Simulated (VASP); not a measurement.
The cell holds one ZnO (wurtzite) (1 0 -1 0) slab, with vacuum along c, ions free to move until forces fall under 0.03 eV/Å, no reconstruction beyond this cell, dipole correction on. Ionisation potential and electron affinity count from the cell's own band edges, surface states included.

Input:

```yaml
crystal:
  lattice:
    - [5.22386, 0.00000, 0.00000]
    - [0.00000, 3.23819, 0.00000]
    - [0.00000, 0.00000, 26.16294]
  atoms:
    - { symbol: Zn, position: [0.03393, 0.00000, 0.66461] }
    - { symbol: Zn, position: [0.49652, 0.50000, 0.64748] }
    - { symbol: Zn, position: [0.99948, 0.50000, 0.56826] }
    - { symbol: Zn, position: [0.49475, 0.00000, 0.53774] }
    - { symbol: Zn, position: [0.99475, 0.00000, 0.46226] }
    - { symbol: Zn, position: [0.49948, 0.50000, 0.43174] }
    - { symbol: Zn, position: [0.99652, 0.50000, 0.35252] }
    - { symbol: Zn, position: [0.53393, 0.00000, 0.33539] }
    - { symbol: O, position: [0.38023, 0.00000, 0.67880] }
    - { symbol: O, position: [0.87359, 0.50000, 0.64171] }
    - { symbol: O, position: [0.37555, 0.50000, 0.57261] }
    - { symbol: O, position: [0.87395, 0.00000, 0.53456] }
    - { symbol: O, position: [0.37395, 0.00000, 0.46544] }
    - { symbol: O, position: [0.87555, 0.50000, 0.42739] }
    - { symbol: O, position: [0.37359, 0.50000, 0.35829] }
    - { symbol: O, position: [0.88023, 0.00000, 0.32120] }
```

The numbers are results of PBEsol GGA, VASP's PBE PAW potentials (set 64) (plane waves; VASP), not measurements. Settings: 450 eV cut-off, 4×6×1 Γ-centred mesh, Gaussian smearing of 0.050 eV, potentials Zn O.

Slab and bulk use different k-meshes, so the surface energy is good to a few per cent at best.

```
Quantity                     Result
------------------------  ---------
surface energy            1.00 J/m²
ionisation potential        5.83 eV
electron affinity           4.98 eV
band gap (on the k-mesh)    0.86 eV
```

The cell is a thin slab with vacuum, built from ZnO (wurtzite): (100) face.
